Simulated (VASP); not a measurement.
A VASP calculation is set up with these files.

POSCAR:
```
MoSi2
1
    1.6050000000    -1.6050000000     3.9250000000
   -1.6050000000     1.6050000000     3.9250000000
    1.6050000000     1.6050000000    -3.9250000000
Si Mo
2 1
Direct
  0.6650000000   0.6650000000   0.0000000000
  0.3350000000   0.3350000000   0.0000000000
  0.0000000000   0.0000000000   0.0000000000
```

### KPOINTS
```
Automatic mesh
0
Gamma
10 10 10
0 0 0
```

### INCAR
```
SYSTEM = MoSi2
PREC = Accurate
ENCUT = 400
EDIFF = 1E-6
NELM = 100
ALGO = Normal
LREAL = .FALSE.
LASPH = .TRUE.
ISMEAR = 1
SIGMA = 0.1
GGA = PE
LMAXMIX = 4
LWAVE = .FALSE.
LCHARG = .FALSE.
ISIF = 2
```

POTCAR, in this order: Si Mo_sv (PBE.64 set). Program: vasp_std.

Output

**standard output**
```
 -----------------------------------------------------------------------------
|                                                                             |
|     EEEEEEE  RRRRRR   RRRRRR   OOOOOOO  RRRRRR      ###     ###     ###     |
|     E        R     R  R     R  O     O  R     R     ###     ###     ###     |
|     E        R     R  R     R  O     O  R     R     ###     ###     ###     |
|     EEEEE    RRRRRR   RRRRRR   O     O  RRRRRR       #       #       #      |
|     E        R   R    R   R    O     O  R   R                               |
|     E        R    R   R    R   O     O  R    R      ###     ###     ###     |
|     EEEEEEE  R     R  R     R  OOOOOOO  R     R     ###     ###     ###     |
|                                                                             |
|     ERROR: the triple product of the basis vectors is negative exchange     |
|     two basis vectors                                                       |
|                                                                             |
|       ---->  I REFUSE TO CONTINUE WITH THIS SICK JOB ... BYE!!! <----       |
|                                                                             |
 -----------------------------------------------------------------------------
```

Q: From input and log, find the fault in this run and mend it.

A: The cause: the lattice vectors form a left-handed set. VASP stops with an error: ERROR: the triple product of the basis vectors is negative exchange two basis vectors ----> I REFUSE TO CONTINUE WITH THIS SICK JOB ... BYE!!! <---- To mend it, correct POSCAR.
**POSCAR**
```
MoSi2
1
   -1.6050000000     1.6050000000     3.9250000000
    1.6050000000    -1.6050000000     3.9250000000
    1.6050000000     1.6050000000    -3.9250000000
Si Mo
2 1
Direct
  0.6650000000   0.6650000000   0.0000000000
  0.3350000000   0.3350000000   0.0000000000
  0.0000000000   0.0000000000   0.0000000000
```
The mended run (PBE GGA, plane waves, VASP's PBE PAW potentials (set 64)) converges, and its OSZICAR ends with
```
   1 F= -.23256173E+02 E0= -.23256159E+02  d E =-.428475E-04
```

The compound is MoSi2 in the MoSi2 type structure. The cell was not relaxed at this level.
